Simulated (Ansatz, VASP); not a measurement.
# Cross-check of Ba7Ti25O57 (glassy 22BaO-78TiO2 (mol %)) between VASP and Ansatz

Aim: how closely do two programs agree when they are given the same cell, functional and k mesh? The structure shown is the start of the Ansatz relaxation below; VASP solves that cell, so the two are compared at the walk's first step.

Main program and level: Ansatz 0.2.0; plane waves, with VASP 6.6.1 beside it; single point at PBE.

**1. The structure**

The cell holds 89 atoms: 7 Ba, 25 Ti and 57 O. Its edges and angles: a = 10.885 Å, b = 10.885 Å, c = 10.885 Å, α = 90.0°, β = 90.0°, γ = 90.0°. As first built, before any earlier steps moved the atoms (in the runner's words): 89 atoms (7 Ba, 25 Ti, 57 O) placed at random at 4.2 g/cm^3, melted at 4000 K for 10 ps at fixed volume with the Morse and Coulomb pair potential with partial charges (Pedone, Malavasi, Menziani, Cormack and Segre, J. Phys. Chem. B 110, 11780 (2006)). Quenched from 4000 K to 300 K at 100 K/ps and fixed volume, held 10 ps at zero pressure.

**2. Ansatz: relaxation, PBE**

Ansatz runs on its PAW soft_1 files.

The two programs are compared at the cell with which this relaxation starts, whose forces are those of its first step.

File input.yaml:

```yaml
crystal:
  lattice:
    - [10.88502, 0.0, 0.0]
    - [0.0, 10.88502, 0.0]
    - [0.0, 0.0, 10.88502]
  atoms:
    - { symbol: Ba, position: [0.14333, 0.10967, 0.88624] }
    - { symbol: Ba, position: [0.54721, 0.36149, 0.18802] }
    - { symbol: Ba, position: [0.26112, 0.79238, 0.42016] }
    - { symbol: Ba, position: [0.60695, 0.71486, 0.42739] }
    - { symbol: Ba, position: [0.75806, 0.05755, 0.71673] }
    - { symbol: Ba, position: [0.08775, 0.44584, 0.72672] }
    - { symbol: Ba, position: [0.97027, 0.9543, 0.26341] }
    - { symbol: Ti, position: [0.53098, 0.06191, 0.42516] }
    - { symbol: Ti, position: [0.30067, 0.48438, 0.39796] }
    - { symbol: Ti, position: [0.58917, 0.75322, 0.83434] }
    - { symbol: Ti, position: [0.42215, 0.97371, 0.70194] }
    - { symbol: Ti, position: [0.75399, 0.65413, 0.12369] }
    - { symbol: Ti, position: [0.36465, 0.37598, 0.93693] }
    - { symbol: Ti, position: [0.23364, 0.71326, 0.7779] }
    - { symbol: Ti, position: [0.43261, 0.65761, 0.11674] }
    - { symbol: Ti, position: [0.09877, 0.67027, 0.07655] }
    - { symbol: Ti, position: [0.97616, 0.81587, 0.61449] }
    - { symbol: Ti, position: [0.80204, 0.5702, 0.61744] }
    - { symbol: Ti, position: [0.8307, 0.16448, 0.03403] }
    - { symbol: Ti, position: [0.61295, 0.94549, 0.1879] }
    - { symbol: Ti, position: [0.2778, 0.91202, 0.11605] }
    - { symbol: Ti, position: [0.08275, 0.34017, 0.10657] }
    - { symbol: Ti, position: [0.48887, 0.10616, 0.96622] }
    - { symbol: Ti, position: [0.02659, 0.13306, 0.54164] }
    - { symbol: Ti, position: [0.4707, 0.51625, 0.67584] }
    - { symbol: Ti, position: [0.71809, 0.41191, 0.87041] }
    - { symbol: Ti, position: [0.33879, 0.25205, 0.61843] }
    - { symbol: Ti, position: [0.99305, 0.62519, 0.35878] }
    - { symbol: Ti, position: [0.65279, 0.3135, 0.54343] }
    - { symbol: Ti, position: [0.85121, 0.2683, 0.3175] }
    - { symbol: Ti, position: [0.26283, 0.17017, 0.32118] }
    - { symbol: Ti, position: [0.8887, 0.85311, 0.93548] }
    - { symbol: O, position: [0.56746, 0.88026, 0.73099] }
    - { symbol: O, position: [0.652, 0.95281, 0.35582] }
    - { symbol: O, position: [0.08056, 0.5081, 0.10222] }
    - { symbol: O, position: [0.67394, 0.48735, 0.55533] }
    - { symbol: O, position: [0.35836, 0.01239, 0.00997] }
    - { symbol: O, position: [0.32162, 0.85102, 0.75458] }
    - { symbol: O, position: [0.61959, 0.14447, 0.52964] }
    - { symbol: O, position: [0.14499, 0.54543, 0.3907] }
    - { symbol: O, position: [0.33594, 0.34689, 0.31006] }
    - { symbol: O, position: [0.32987, 0.57274, 0.75478] }
    - { symbol: O, position: [0.40067, 0.51536, 0.02925] }
    - { symbol: O, position: [0.72558, 0.26788, 0.96263] }
    - { symbol: O, position: [0.47592, 0.85458, 0.19719] }
    - { symbol: O, position: [0.61249, 0.02821, 0.041] }
    - { symbol: O, position: [0.11768, 0.92536, 0.06034] }
    - { symbol: O, position: [0.0127, 0.77122, 0.45944] }
    - { symbol: O, position: [0.45777, 0.94067, 0.52514] }
    - { symbol: O, position: [0.49557, 0.73961, 0.9634] }
    - { symbol: O, position: [0.59907, 0.61255, 0.17167] }
    - { symbol: O, position: [0.92022, 0.54778, 0.50069] }
    - { symbol: O, position: [0.33304, 0.32007, 0.7786] }
    - { symbol: O, position: [0.46195, 0.25834, 0.99764] }
    - { symbol: O, position: [0.2353, 0.3426, 0.53254] }
    - { symbol: O, position: [0.07722, 0.72081, 0.23528] }
    - { symbol: O, position: [0.96234, 0.35974, 0.23826] }
    - { symbol: O, position: [0.70676, 0.3151, 0.37358] }
    - { symbol: O, position: [0.1547, 0.68262, 0.91682] }
    - { symbol: O, position: [0.86709, 0.01725, 0.97289] }
    - { symbol: O, position: [0.27664, 0.75011, 0.1013] }
    - { symbol: O, position: [0.73528, 0.82102, 0.14517] }
    - { symbol: O, position: [0.84483, 0.62439, 0.26939] }
    - { symbol: O, position: [0.5698, 0.64553, 0.71265] }
    - { symbol: O, position: [0.48558, 0.34261, 0.58965] }
    - { symbol: O, position: [0.38576, 0.15341, 0.43744] }
    - { symbol: O, position: [0.3905, 0.55726, 0.52524] }
    - { symbol: O, position: [0.81996, 0.72911, 0.61663] }
    - { symbol: O, position: [0.72751, 0.29847, 0.69569] }
    - { symbol: O, position: [0.20458, 0.34475, 0.97595] }
    - { symbol: O, position: [0.27599, 0.99966, 0.25986] }
    - { symbol: O, position: [0.9509, 0.86151, 0.78573] }
    - { symbol: O, position: [0.97298, 0.24886, 0.01591] }
    - { symbol: O, position: [0.48585, 0.08649, 0.805] }
    - { symbol: O, position: [0.03309, 0.20968, 0.67963] }
    - { symbol: O, position: [0.11418, 0.71993, 0.6663] }
    - { symbol: O, position: [0.54967, 0.44239, 0.82239] }
    - { symbol: O, position: [0.8217, 0.1616, 0.19814] }
    - { symbol: O, position: [0.97245, 0.98194, 0.56506] }
    - { symbol: O, position: [0.90154, 0.19716, 0.45414] }
    - { symbol: O, position: [0.3715, 0.59708, 0.28643] }
    - { symbol: O, position: [0.31624, 0.09668, 0.66265] }
    - { symbol: O, position: [0.5358, 0.11216, 0.25497] }
    - { symbol: O, position: [0.93476, 0.72808, 0.0355] }
    - { symbol: O, position: [0.74308, 0.52305, 0.00271] }
    - { symbol: O, position: [0.7401, 0.79475, 0.89023] }
    - { symbol: O, position: [0.16883, 0.21963, 0.18984] }
    - { symbol: O, position: [0.82982, 0.50787, 0.7673] }
    - { symbol: O, position: [0.13838, 0.12174, 0.42783] }
kpoints:
  mp_grid: { grid: [1, 1, 1] }
hamiltonian:
  xc: pbe
  pseudopotentials: { kind: paw, azcp: { folder: soft_1 } }
scf:
  occupations: { method: fixed }
output:
  forces: true
relax:
  f_tol: 0.05
  max_steps: 150
  cell: {}
```

On the command line:

```console
$ ansatz run input.yaml --threads 4 --pin off --max-ram 8192MiB --backend cpu --events-out ev --progress --plain --runs-dir out
```

Numbers of over 12 decimals in the logs are rounded to 6 here.

What it wrote:

```text
Engine: ansatz 0.2.0, aarch64-unknown-linux-gnu
Pseudopotentials: kind: paw
Pseudopotential: Ba, paw, valence charge 10, recommended cutoff 420 eV (normal), soft_1/Ba.paw.azcp
Pseudopotential: Ti, paw, valence charge 12, recommended cutoff 420 eV (normal), soft_1/Ti.paw.azcp
Pseudopotential: O, paw, valence charge 6, recommended cutoff 420 eV (normal), soft_1/O.paw.azcp
Functional definition: PBE
  parameter kappa = 0.804
  parameter beta = 0.066725
  exchange = pbe_x(kappa = kappa, mu = beta*pi^2/3)
  correlation = pbe_c(beta = beta)
Crystal: 89 atoms, lattice volume = 1289.697 Å³
Basis set: ecut = 420 eV, 25269 PW (Γ), exchange–correlation on 150×150×150 points (8 copies of the dense FFT grid, shifted against one another)
Bands: 445, of which v1, the nominal top of the filled ones, is band 356 counted from 1 (355 counted from 0)
Symmetry: 1 space group operations
Space group: P1 (ITA 1), of the structure as read, at distance tolerance 1.1e-4 Å
k-points: 1
Non-local potential: Ba, projectors of the file, l = 0: 3, l = 1: 2, l = 2: 2, l = 3: 2
Non-local potential: Ti, projectors of the file, l = 0: 3, l = 1: 2, l = 2: 3, l = 3: 1
Non-local potential: O, projectors of the file, l = 0: 2, l = 1: 2, l = 2: 1
PAW form: soft (Blöchl's): semilocal exchange-correlation on the pseudo side does not see the compensation charge
PAW one-centre angular grid: Ba, 194 points (default); XC on 64 Gauss nodes
PAW one-centre angular grid: Ti, 590 points (default); XC on 64 Gauss nodes
PAW one-centre angular grid: O, 110 points (default); XC on 64 Gauss nodes
Initial density: superposition of atomic densities (chi_scale 0.1, normalization cell, long waves kept (reshape's long-wave potential 0.47 eV rms))
Initial wavefunctions: pseudopotential atomic-orbital guess
Functional: x = pbe(κ = 0.804, μ = 0.219515), c = pbe(β = 0.066725)
SCF iter   1: F=—  HF=-136615.345079 eV  |F-HF|=—  |Δ(HF+E_count)|=         —  Δρ=5.38e-2  dr2=6.25e1  ethr=3.10e-3  ⟨swp⟩=6.0  Hψ=1255  notcnv=0  defer=85
preconditioner: auto → Resta (q_TF=auto, 2.471 Å⁻¹)  ε∞=5.7  [insulator: Δε(μ)=1.211 eV  Ē_g=10.648 eV  n_scr=340 (ndim 8)  ℏωp=23.1 eV  f_vac=0.006  ε∞_Penn≈5.7]
SCF iter   2: F=—  HF=-136605.948414 eV  |F-HF|=—  |Δ(HF+E_count)|=    9.40e0  Δρ=3.16e-2  dr2=1.81e1  ethr=3.10e-3  ⟨swp⟩=3.0  Hψ=736  notcnv=0  defer=87
SCF iter   3: F=—  HF=-136603.667711 eV  |F-HF|=—  |Δ(HF+E_count)|=    2.28e0  Δρ=2.37e-2  dr2=1.04e1  ethr=2.55e-3  ⟨swp⟩=3.0  Hψ=684  notcnv=0  defer=84
SCF iter   4: F=—  HF=-136602.141354 eV  |F-HF|=—  |Δ(HF+E_count)|=    1.53e0  Δρ=7.69e-3  dr2=1.01e0  ethr=1.46e-3  ⟨swp⟩=3.0  Hψ=1066  notcnv=0  defer=80
SCF iter   5: F=—  HF=-136602.182625 eV  |F-HF|=—  |Δ(HF+E_count)|=   4.13e-2  Δρ=4.13e-3  dr2=2.69e-1  ethr=1.41e-4  ⟨swp⟩=4.0  Hψ=742  notcnv=0  defer=86
SCF iter   6: F=—  HF=-136602.255898 eV  |F-HF|=—  |Δ(HF+E_count)|=   7.33e-2  Δρ=2.45e-3  dr2=8.79e-2  ethr=3.78e-5  ⟨swp⟩=3.0  Hψ=832  notcnv=0  defer=86
SCF iter   7: F=—  HF=-136602.278625 eV  |F-HF|=—  |Δ(HF+E_count)|=   2.27e-2  Δρ=1.12e-3  dr2=1.89e-2  ethr=1.23e-5  ⟨swp⟩=3.0  Hψ=727  notcnv=0  defer=87
SCF iter   8: F=—  HF=-136602.285911 eV  |F-HF|=—  |Δ(HF+E_count)|=   7.29e-3  Δρ=5.00e-4  dr2=4.10e-3  ethr=2.65e-6  ⟨swp⟩=3.0  Hψ=727  notcnv=0  defer=87
SCF iter   9: F=—  HF=-136602.288666 eV  |F-HF|=—  |Δ(HF+E_count)|=   2.76e-3  Δρ=2.53e-4  dr2=1.09e-3  ethr=5.75e-7  ⟨swp⟩=2.0  Hψ=694  notcnv=0  defer=87
SCF iter  10: F=—  HF=-136602.289378 eV  |F-HF|=—  |Δ(HF+E_count)|=   7.12e-4  Δρ=1.31e-4  dr2=2.72e-4  ethr=1.53e-7  ⟨swp⟩=2.0  Hψ=617  notcnv=0  defer=84
SCF iter  11: F=—  HF=-136602.289542 eV  |F-HF|=—  |Δ(HF+E_count)|=   1.64e-4  Δρ=6.53e-5  dr2=6.92e-5  ethr=3.83e-8  ⟨swp⟩=2.0  Hψ=590  notcnv=0  defer=77
SCF iter  12: F=—  HF=-136602.286976 eV  |F-HF|=—  |Δ(HF+E_count)|=   2.57e-3  Δρ=3.41e-5  dr2=1.87e-5  ethr=9.72e-9  ⟨swp⟩=2.0  Hψ=794  notcnv=0  defer=77
SCF iter  13: F=—  HF=-136602.286985 eV  |F-HF|=—  |Δ(HF+E_count)|=   8.74e-6  Δρ=1.97e-5  dr2=5.59e-6  ethr=2.63e-9  ⟨swp⟩=2.0  Hψ=619  notcnv=0  defer=77
SCF iter  14: F=—  HF=-136602.286986 eV  |F-HF|=—  |Δ(HF+E_count)|=   1.05e-6  Δρ=9.65e-6  dr2=1.38e-6  ethr=7.84e-10  ⟨swp⟩=2.0  Hψ=692  notcnv=0  defer=77
SCF iter  15: F=—  HF=-136602.286987 eV  |F-HF|=—  |Δ(HF+E_count)|=   5.35e-7  Δρ=5.11e-6  dr2=4.09e-7  ethr=1.94e-10  ⟨swp⟩=2.0  Hψ=692  notcnv=0  defer=77
SCF iter  16: F=—  HF=-136602.286987 eV  |F-HF|=—  |Δ(HF+E_count)|=   2.70e-7  Δρ=4.75e-6  dr2=3.27e-7  ethr=5.74e-11  ⟨swp⟩=2.0  Hψ=723  notcnv=0  defer=77
SCF iter  17: F=-136602.286987 eV  HF=-136602.286987 eV  |F-HF|=2.39e-9  |Δ(HF+E_count)|=   1.02e-8  Δρ=1.81e-6  dr2=5.45e-8  ethr=1.40e-11  ⟨swp⟩=2.0  Hψ=1271  notcnv=0
SCF 1 converged in 17 iterations: F = -136602.286987 eV  dr2 = 5.45e-8
[...]
atom  75  O     -0.00489476     0.00776460    -0.00497937
  atom  76  O     -0.00543386    -0.00150983    -0.00182712
  atom  77  O      0.00159572     0.00735804     0.00157338
  atom  78  O     -0.00080439     0.00939110     0.00146749
  atom  79  O     -0.00347532    -0.00262070    -0.00024577
  atom  80  O      0.00358460    -0.00398817     0.00951057
  atom  81  O     -0.00736077    -0.00845008     0.00558912
  atom  82  O      0.00672016    -0.00445507    -0.00412061
  atom  83  O     -0.00210905     0.00224491    -0.00792016
  atom  84  O     -0.00962292     0.00988621    -0.00109619
  atom  85  O     -0.00684404    -0.00217550     0.00172854
  atom  86  O      0.00337312     0.00392966    -0.00378736
  atom  87  O     -0.00867304    -0.00990196     0.00138617
  atom  88  O     -0.01159438    -0.00060101     0.00025420
  atom  89  O     -0.00766320     0.00098070    -0.00661040
  max |Σ_I F_I| component: 1.22e-5 eV/Å
--- Stress (GPa, compression-positive) ---
       -0.000515       0.014476       0.007761
        0.014476       0.003017       0.010042
        0.007761       0.010042      -0.004645
  P = ⅓ Tr σ = -0.0007 GPa (-0.007 kbar)
--- Relaxed structure (27 steps of the walk, 23 accepted, 2 SCFs on fresh bases) ---
  F+E_penalty+E_count = -136610.98859053 eV   max|allowed force component| = 3.222e-2 eV/Å   (the final SCF, on the basis selected at the relaxed cell)
  cell:  # Å, volume = 1266.4401 Å³
    - [10.858501, -0.370043, -0.101331]
    - [-0.370043, 10.603626, -0.066622]
    - [-0.101331, -0.066622, 11.013688]
  atoms:
    - { symbol: Ba, position: [0.121282, 0.089870, 0.890862] }
    - { symbol: Ba, position: [0.538069, 0.381994, 0.195780] }
    - { symbol: Ba, position: [0.248164, 0.812905, 0.406787] }
    - { symbol: Ba, position: [0.607394, 0.723961, 0.449461] }
    - { symbol: Ba, position: [0.778453, 0.097082, 0.708941] }
    - { symbol: Ba, position: [0.103058, 0.431559, 0.666816] }
    - { symbol: Ba, position: [0.945566, 0.934549, 0.277265] }
    - { symbol: Ti, position: [0.540258, 0.057590, 0.408987] }
    - { symbol: Ti, position: [0.301059, 0.493310, 0.401466] }
    - { symbol: Ti, position: [0.565167, 0.753608, 0.804526] }
    - { symbol: Ti, position: [0.445280, 0.965063, 0.675758] }
    - { symbol: Ti, position: [0.756110, 0.669981, 0.138000] }
    - { symbol: Ti, position: [0.340088, 0.400806, 0.933949] }
    - { symbol: Ti, position: [0.246348, 0.706709, 0.797461] }
    - { symbol: Ti, position: [0.440078, 0.688891, 0.097041] }
    - { symbol: Ti, position: [0.101804, 0.691700, 0.088305] }
    - { symbol: Ti, position: [0.973138, 0.797385, 0.640524] }
    - { symbol: Ti, position: [0.805516, 0.531580, 0.619107] }
    - { symbol: Ti, position: [0.811505, 0.160723, 0.021315] }
    - { symbol: Ti, position: [0.622537, 0.971752, 0.179749] }
    - { symbol: Ti, position: [0.290680, 0.935385, 0.112769] }
    - { symbol: Ti, position: [0.074883, 0.345828, 0.122424] }
    - { symbol: Ti, position: [0.492738, 0.123609, 0.941213] }
    - { symbol: Ti, position: [0.047434, 0.121394, 0.541390] }
    - { symbol: Ti, position: [0.444399, 0.475209, 0.696137] }
    - { symbol: Ti, position: [0.721847, 0.444867, 0.891740] }
    - { symbol: Ti, position: [0.339271, 0.222356, 0.606275] }
    - { symbol: Ti, position: [0.988410, 0.613834, 0.373119] }
    - { symbol: Ti, position: [0.652510, 0.326029, 0.524046] }
    - { symbol: Ti, position: [0.855635, 0.265669, 0.315238] }
    - { symbol: Ti, position: [0.250991, 0.167609, 0.340722] }
    - { symbol: Ti, position: [0.853962, 0.835414, 0.938451] }
    - { symbol: O, position: [0.602921, 0.896356, 0.720021] }
    - { symbol: O, position: [0.657133, 0.937548, 0.344467] }
    - { symbol: O, position: [0.099692, 0.524827, 0.091278] }
    - { symbol: O, position: [0.662926, 0.508269, 0.527411] }
    - { symbol: O, position: [0.350803, 0.027796, -0.022868] }
    - { symbol: O, position: [0.364641, 0.831145, 0.744457] }
    - { symbol: O, position: [0.639401, 0.140461, 0.519108] }
    - { symbol: O, position: [0.142172, 0.545194, 0.393594] }
    - { symbol: O, position: [0.337686, 0.347693, 0.323973] }
    - { symbol: O, position: [0.306521, 0.545588, 0.812688] }
    - { symbol: O, position: [0.388856, 0.520050, 0.056501] }
    - { symbol: O, position: [0.744233, 0.271992, 0.912909] }
    - { symbol: O, position: [0.483363, 0.877806, 0.151431] }
    - { symbol: O, position: [0.631871, 0.076739, 0.027189] }
    - { symbol: O, position: [0.129025, 0.937751, 0.090400] }
    - { symbol: O, position: [0.0092681, 0.754138, 0.465266] }
    - { symbol: O, position: [0.459599, 0.922235, 0.511218] }
    - { symbol: O, position: [0.466601, 0.738208, 0.943012] }
    - { symbol: O, position: [0.588999, 0.651968, 0.178352] }
    - { symbol: O, position: [0.928225, 0.512508, 0.512517] }
    - { symbol: O, position: [0.329044, 0.323574, 0.757654] }
    - { symbol: O, position: [0.453000, 0.281874, 0.987462] }
    - { symbol: O, position: [0.194842, 0.253567, 0.521162] }
    - { symbol: O, position: [0.065145, 0.725118, 0.247213] }
[...]
- { symbol: O, position: [0.301872, 0.066142, 0.665623] }
    - { symbol: O, position: [0.552099, 0.117731, 0.253324] }
    - { symbol: O, position: [0.927356, 0.724293, 0.040166] }
    - { symbol: O, position: [0.738789, 0.515055, 0.044380] }
    - { symbol: O, position: [0.717339, 0.742775, 0.882543] }
    - { symbol: O, position: [0.143117, 0.229440, 0.221093] }
    - { symbol: O, position: [0.838292, 0.510553, 0.787799] }
    - { symbol: O, position: [0.141579, 0.043950, 0.414038] }
```

Reading the cycles: dr2 is the Hartree energy of the density residual (eV), the measure of convergence; HF is the Harris–Foulkes estimate of the energy, which meets the free energy F at convergence.

[end of part 1 of 2]

[Lines on the potential files, build, host, timing and source positions are cut from VASP's logs without a mark.]

[Logs are printed without paths, hosts, clocks, repeated set-up lines and the standing remarks that a program may print on its own settings, such as how far it seeks lower states.]

[Hosts, paths, dates, database ids (printed as entryN), source tags and the programs' standing remarks are cut or masked in the printed files.]
